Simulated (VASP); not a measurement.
Calculation: PBE GGA, VASP's PBE PAW potentials (set 64) (plane waves; VASP 6.6.1).

VASP input:

**POSCAR**
```
MoSi2
4.00350
 -0.4089171975   0.4089171975   1.0000000000
  0.4089171975  -0.4089171975   1.0000000000
  0.4089171975   0.4089171975  -1.0000000000
Si Mo
2 1
Cart
  0.0000000000  -0.0000000000   1.3300000000
  0.0000000000  -0.0000000000   0.6700000000
  0.0000000000   0.0000000000   0.0000000000
```

**INCAR**
```
SYSTEM = MoSi2
PREC = Accurate
ENCUT = 400
EDIFF = 1E-6
NELM = 100
ALGO = Normal
LREAL = .FALSE.
LASPH = .TRUE.
ISMEAR = 1
SIGMA = 0.1
GGA = PE
LMAXMIX = 4
LWAVE = .FALSE.
LCHARG = .FALSE.
ISIF = 2
```

KPOINTS:
```
Automatic mesh
0
Gamma
12 12 12
0 0 0
```

POTCAR, in this order: Si Mo_sv (PBE.64 set). Program: vasp_std.

The run wrote:

**OUTCAR**
```
 ion  position               nearest neighbor table
   1  0.665  0.665  0.000-   2 2.64   3 2.67   3 2.67   3 2.67   3 2.67   3 2.68   2 2.69   2 2.69
                             2 2.69   2 2.69
   2  0.335  0.335  0.000-   1 2.64   3 2.67   3 2.67   3 2.67   3 2.67   3 2.68   1 2.69   1 2.69
                             1 2.69   1 2.69
   3  0.000  0.000  0.000-   1 2.67   2 2.67   1 2.67   2 2.67   1 2.67   2 2.67   2 2.67   1 2.67
                             1 2.68   2 2.68
  LATTYP: Found a body centered tetragonal cell.
 ALAT       =     3.2742000000
 C/A-ratio  =     2.4454828660
 Subroutine PRICEL returns:
 Original cell was already a primitive cell.
 Subroutine GETGRP returns: Found 16 space group operations
The static configuration has the point symmetry D_4h.
The dynamic configuration has the point symmetry D_4h.
 Subroutine INISYM returns: Found 16 space group operations
 Subroutine IBZKPT returns following result:
 Found    163 irreducible k-points:

 Following reciprocal coordinates:
            Coordinates               Weight
  0.000000  0.000000  0.000000      1.000000
  0.083333  0.000000 -0.000000      8.000000
  0.166667  0.000000  0.000000      8.000000
  0.250000  0.000000 -0.000000      8.000000
...
```

### OSZICAR
```
       N       E                     dE             d eps       ncg     rms          rms(c)
DAV:   1     0.984784137236E+02    0.98478E+02   -0.98943E+03  4978   0.113E+03
DAV:   2    -0.218760929317E+02   -0.12035E+03   -0.11916E+03  6178   0.296E+02
DAV:   3    -0.241476896039E+02   -0.22716E+01   -0.22536E+01  6458   0.376E+01
DAV:   4    -0.241590114739E+02   -0.11322E-01   -0.11321E-01  5751   0.306E+00
DAV:   5    -0.241591129053E+02   -0.10143E-03   -0.10142E-03  6521   0.258E-01    0.185E+01
DAV:   6    -0.233983435515E+02    0.76077E+00   -0.89585E+00  5653   0.195E+01    0.397E+00
DAV:   7    -0.232287124943E+02    0.16963E+00   -0.15020E+00  5504   0.756E+00    0.381E+00
DAV:   8    -0.231924838299E+02    0.36229E-01   -0.13337E-01  5800   0.296E+00    0.453E-01
DAV:   9    -0.231916847848E+02    0.79905E-03   -0.27525E-03  6073   0.447E-01    0.265E-01
DAV:  10    -0.231916517794E+02    0.33005E-04   -0.97833E-04  5884   0.285E-01    0.610E-02
DAV:  11    -0.231916298045E+02    0.21975E-04   -0.40115E-04  5702   0.153E-01    0.443E-02
DAV:  12    -0.231916223710E+02    0.74335E-05   -0.32410E-05  5657   0.403E-02    0.133E-02
DAV:  13    -0.231916217114E+02    0.65959E-06   -0.29111E-06  4929   0.100E-02
   1 F= -.23191622E+02 E0= -.23191461E+02  d E =-.481280E-03
```

### OUTCAR
```
------------------------ aborting loop because EDIFF is reached ----------------------------------------
  FORCE on cell =-STRESS in cart. coord.  units (eV):
  Direction    XX          YY          ZZ          XY          YZ          ZX
  --------------------------------------------------------------------------------------
  Total       -2.5596057     -2.5596057     -2.8132623      0.0000000      0.0000000      0.0000000
  in kB      -95.5505965    -95.5505965   -105.0196503      0.0000000      0.0000000      0.0000000
  external PRESSURE =     -98.7069478 kB  Pullay stress =       0.0000000 kB
  volume of cell :       42.92
      direct lattice vectors                 reciprocal lattice vectors
    -1.637100000  1.637100000  4.003500000     0.000000000  0.305418117  0.124890721
     1.637100000 -1.637100000  4.003500000     0.305418117  0.000000000  0.124890721
     1.637100000  1.637100000 -4.003500000     0.305418117  0.305418117  0.000000000
 POSITION                                       TOTAL-FORCE (eV/Angst)
 -----------------------------------------------------------------------------------
      0.00000      0.00000      5.32465        -0.000000     -0.000000     -0.121984
      0.00000      0.00000      2.68235         0.000000      0.000000      0.121984
      0.00000      0.00000      0.00000        -0.000000     -0.000000      0.000000
 -----------------------------------------------------------------------------------
    total drift:                                0.000000      0.000000     -0.000000
  FREE ENERGIE OF THE ION-ELECTRON SYSTEM (eV)
  ---------------------------------------------------
  free  energy   TOTEN  =       -23.1916217114 eV

  energy  without entropy=      -23.1911404314  energy(sigma->0) =      -23.19146128
```
(Selected blocks of OUTCAR.)

The compound is MoSi2 in the MoSi2 type structure. The cell was not relaxed at this level.
